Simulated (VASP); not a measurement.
Computed with LDA (Ceperley-Alder, Perdew-Zunger), VASP's LDA PAW potentials (set 64) (plane waves; VASP 6.6.1).

A VASP calculation is set up with these files.

### INCAR
```
ALGO = Normal
EDIFF = 1E-7
ENCUT = 520
ISIF = 2
ISMEAR = -5
LASPH = .TRUE.
LCHARG = .TRUE.
LORBIT = 11
LREAL = .FALSE.
LWAVE = .FALSE.
NEDOS = 601
NELM = 100
PREC = Accurate
SYSTEM = Li2S
```

**POSCAR**
```
Li2S
1
    0.0000000000     2.7827538380     2.7827538380
    2.7827538380     0.0000000000     2.7827538380
    2.7827538380     2.7827538380     0.0000000000
Li S
2 1
Direct
  0.2500000000   0.2500000000   0.2500000000
  0.7500000000   0.7500000000   0.7500000000
  0.0000000000   0.0000000000   0.0000000000
```

### KPOINTS
```
Automatic mesh
0
Gamma
9 9 9
0 0 0
```

POTCAR, in this order: Li_sv S (LDA.64 set). Program: vasp_std.

**Question.** Predict the energy per atom (σ→0).

**Answer.** 
```
Quantity                       Result
---------------------  --------------
energy per atom (σ→0)  -4.338 eV/atom
```

OSZICAR:
```
...
DAV:   8    -0.130150449376E+02    0.11831E-02   -0.21619E-02   888   0.108E+00    0.539E-01
DAV:   9    -0.130145409284E+02    0.50401E-03   -0.18798E-03   900   0.239E-01    0.206E-01
DAV:  10    -0.130146256857E+02   -0.84757E-04   -0.17619E-04   804   0.976E-02    0.572E-02
DAV:  11    -0.130146265938E+02   -0.90804E-06   -0.10374E-05  1098   0.298E-02    0.229E-02
DAV:  12    -0.130146267695E+02   -0.17579E-06   -0.24448E-06   826   0.101E-02    0.154E-02
DAV:  13    -0.130146266307E+02    0.13885E-06   -0.45095E-07   852   0.547E-03    0.251E-03
DAV:  14    -0.130146266249E+02    0.57884E-08   -0.14493E-08   442   0.127E-03
   1 F= -.13014627E+02 E0= -.13014627E+02  d E =0.000000E+00
```

The compound is Li2S in the antifluorite structure. It was relaxed first, which changed the volume by -8 %.
